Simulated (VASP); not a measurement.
All values below come from LDA (Ceperley-Alder, Perdew-Zunger), VASP's LDA PAW potentials (set 64) (plane waves; VASP).

Input for VASP

**INCAR**
```
SYSTEM = Hf
PREC = Accurate
ENCUT = 520
EDIFF = 1E-7
NELM = 100
ALGO = Normal
LREAL = .FALSE.
LASPH = .TRUE.
ISMEAR = 1
SIGMA = 0.1
LMAXMIX = 6
LWAVE = .FALSE.
LCHARG = .FALSE.
ISIF = 4
IBRION = 2
NSW = 30
EDIFFG = -0.01
```

File POSCAR:
```
Hf
1.0
  1.5769776340  -2.7314053485   0.0000000000
  1.5769776340   2.7314053485   0.0000000000
  0.0000000000   0.0000000000   4.9869332242
Hf
2
Cartesian
  1.5769776340   0.9104702704   1.2467333061
  1.5769776340  -0.9104702704   3.7401999182
```

### KPOINTS
```
Automatic mesh
0
Gamma
13 13 8
0 0 0
```

POTCAR, in this order: Hf_pv (LDA.64 set). Program: vasp_std.

The resulting files:

### OSZICAR
```
       N       E                     dE             d eps       ncg     rms          rms(c)
DAV:   1     0.448496202214E+02    0.44850E+02   -0.11824E+04  2956   0.137E+03
DAV:   2    -0.202109477176E+02   -0.65061E+02   -0.63906E+02  3630   0.269E+02
DAV:   3    -0.220993062513E+02   -0.18884E+01   -0.18488E+01  3978   0.298E+01
DAV:   4    -0.221160263956E+02   -0.16720E-01   -0.16692E-01  3404   0.341E+00
DAV:   5    -0.221162595792E+02   -0.23318E-03   -0.23317E-03  3988   0.328E-01    0.670E+01
DAV:   6    -0.215761053709E+02    0.54015E+00   -0.48591E-01  3108   0.518E+00    0.393E+01
DAV:   7    -0.213850564721E+02    0.19105E+00   -0.76188E-01  3154   0.623E+00    0.205E+00
DAV:   8    -0.213764037669E+02    0.86527E-02   -0.48036E-02  3252   0.171E+00    0.121E-01
DAV:   9    -0.213764930944E+02   -0.89328E-04   -0.10159E-03  4074   0.248E-01    0.192E-01
DAV:  10    -0.213764930208E+02    0.73539E-07   -0.50652E-05  3306   0.581E-02    0.284E-01
DAV:  11    -0.213764870665E+02    0.59543E-05   -0.77793E-06  3720   0.213E-02    0.742E-03
DAV:  12    -0.213764871066E+02   -0.40097E-07   -0.47502E-07  3560   0.539E-03
   1 F= -.21376487E+02 E0= -.21377022E+02  d E =-.213765E+02
       N       E                     dE             d eps       ncg     rms          rms(c)
DAV:   1    -0.213771602671E+02   -0.67320E-03   -0.33821E-02  2988   0.152E+00    0.170E-01
DAV:   2    -0.213767530164E+02    0.40725E-03   -0.56796E-04  3822   0.187E-01    0.682E-02
DAV:   3    -0.213766303830E+02    0.12263E-03   -0.15306E-04  3930   0.854E-02    0.558E-02
DAV:   4    -0.213766141557E+02    0.16227E-04   -0.38884E-05  4088   0.447E-02    0.258E-02
DAV:   5    -0.213766140336E+02    0.12210E-06   -0.18410E-06  3868   0.101E-02    0.162E-03
DAV:   6    -0.213766140271E+02    0.65106E-08   -0.50534E-08  2082   0.168E-03
   2 F= -.21376614E+02 E0= -.21377166E+02  d E =-.126921E-03
```

File OUTCAR:
```
------------------------ aborting loop because EDIFF is reached ----------------------------------------
  FORCE on cell =-STRESS in cart. coord.  units (eV):
  Direction    XX          YY          ZZ          XY          YZ          ZX
  --------------------------------------------------------------------------------------
  Total       -0.9207546     -0.9207545     -0.9049636     -0.0000000      0.0000000      0.0000000
  in kB      -34.3383343    -34.3383334    -33.7494310     -0.0000000      0.0000000      0.0000000
  external PRESSURE =     -34.1420329 kB  Pullay stress =       0.0000000 kB
  volume of cell :       42.96
      direct lattice vectors                 reciprocal lattice vectors
     1.575489690 -2.728828156  0.000000000     0.317361645 -0.183228834 -0.000000000
     1.575489690  2.728828156  0.000000000     0.317361645  0.183228834 -0.000000000
     0.000000000  0.000000000  4.996357313     0.000000000  0.000000000  0.200145814
 POSITION                                       TOTAL-FORCE (eV/Angst)
 -----------------------------------------------------------------------------------
      1.57549      0.90961      1.24909        -0.000000     -0.000000      0.000000
      1.57549     -0.90961      3.74727         0.000000      0.000000      0.000000
 -----------------------------------------------------------------------------------
    total drift:                               -0.000005      0.000182     -0.000016
  FREE ENERGIE OF THE ION-ELECTRON SYSTEM (eV)
  ---------------------------------------------------
  free  energy   TOTEN  =       -21.3766140271 eV

  energy  without entropy=      -21.3782702604  energy(sigma->0) =      -21.37716610

 reached required accuracy - stopping structural energy minimisation
```
(Selected blocks of OUTCAR.)

CONTCAR:
```
Hf
   1.00000000000000
     1.5754896903919688   -2.7288281562614269    0.0000000000000000
     1.5754896903919688    2.7288281562614269    0.0000000000000000
     0.0000000000000000    0.0000000000000000    4.9963573125286027
  Hf
     2
Direct
     0.3333330000000032    0.6666669999999968    0.2500000000000000
     0.6666669999999968    0.3333330000000032    0.7500000000000000
```

The compound is Hf in the hcp structure. This cell is one point of a volume scan, at 1.03 of the reference volume. Symmetry was kept, so distortions that lower it aren't found.
